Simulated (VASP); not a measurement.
# SiN2F4: single point with PBE+D3(BJ)

SiN2F4:

```xyz
21
Lattice="7.8622 0.0000 0.0000 0.0000 7.8622 0.0000 0.0000 0.0000 7.8622" Properties=species:S:1:pos:R:3 pbc="T T T"
Si    3.6550    1.6942    0.2029
Si    1.2439    4.5844    5.4426
Si    6.5913    5.4288    1.9812
F     4.7070    2.8653    0.3351
F     2.4634    1.9547    1.3053
F     2.9294    1.5320   -1.2164
F     4.2476    0.3003    0.6582
F     1.7977    3.6034    4.2960
F     1.0266    3.5971    6.6328
F     2.1513    5.9161    5.7014
F    -0.1918    5.0384    4.9630
F     7.1297    3.8159    1.8951
F     6.0779    5.8462    0.4910
F     5.4164    5.4411    3.0383
F     7.6808    6.5324    2.3590
N     2.1426    5.3809    1.1801
N     2.8650    5.2727    2.0113
N     5.7736    1.6914    4.2432
N     5.0662    2.3425    4.8203
N    -0.5936    1.7518    8.1787
N    -0.7495    1.1397    7.2514
```

The cell was built by a generator and needn't be a form met in nature.

```
Program                : VASP 6.6.1
Task                   : single point
Functional             : PBE
Dispersion             : D3(BJ)
Potentials or basis    : VASP PAW PBE potentials, release 64 (Si, F, N)
Cutoff                 : 520 eV
k mesh                 : 1 × 1 × 1
Occupations            : fermi-dirac, width 0.05 eV
Spin                   : no spin polarisation
Dipole correction      : no
Further INCAR settings : LREAL = Auto; ALGO = Fast; EDIFF = 1e-06; NBANDS = 79
```

```yaml
Pressure: -1.8 GPa
Largest_force: 3.425 eV/Å
Band_gap_on_the_k_mesh: 7.33 eV, direct
Dispersion_energy_per_atom: -0.045 eV
```

Forces in eV/Å, atoms in the order of the input:
```
Si  -2.439 -0.341  1.355
Si   0.664  0.344 -1.382
Si   0.389 -1.937 -1.381
F   -0.173 -0.029 -0.383
F    1.179  0.070 -1.166
F    0.760  0.243  0.583
F    0.426  0.011 -0.284
F    0.214  0.887  0.340
F    0.183  0.132  1.148
F   -0.831 -1.651 -0.108
F   -0.215  0.394 -0.019
F   -0.678  3.335  0.387
F    0.373 -0.527  1.315
F    0.204  0.104 -0.087
F   -0.223 -0.631  0.045
N   -0.542  0.075 -0.780
N    0.470 -0.083  0.643
N   -0.792  0.695  0.560
N    0.838 -0.656 -0.663
N   -0.036 -1.083 -1.165
N    0.229  0.648  1.043
```

Stress tensor (GPa, compression positive):
```
-0.71 -0.32  0.20
-0.32 -3.26 -0.90
 0.20 -0.90 -1.42
```

Levels at points of the mesh, in eV from the valence-band top:
| k point | band 61 | band 62 | band 63 | band 64 | band 65 | band 66 |
| --- | --- | --- | --- | --- | --- | --- |
| (0.00, 0.00, 0.00) | -0.40 | -0.38 | 0.00 | 7.33 | 7.40 | 7.46 |

Wall time 32 s on 1 thread of Intel(R) Xeon(R) 6975P-C (Granite Rapids) (shared host), peak memory 0.49 GiB.

Caveat: the standard files for N, O and F lose accuracy on very short bonds. Expect the measured gap to be larger: semilocal functionals such as PBE lack the derivative discontinuity.
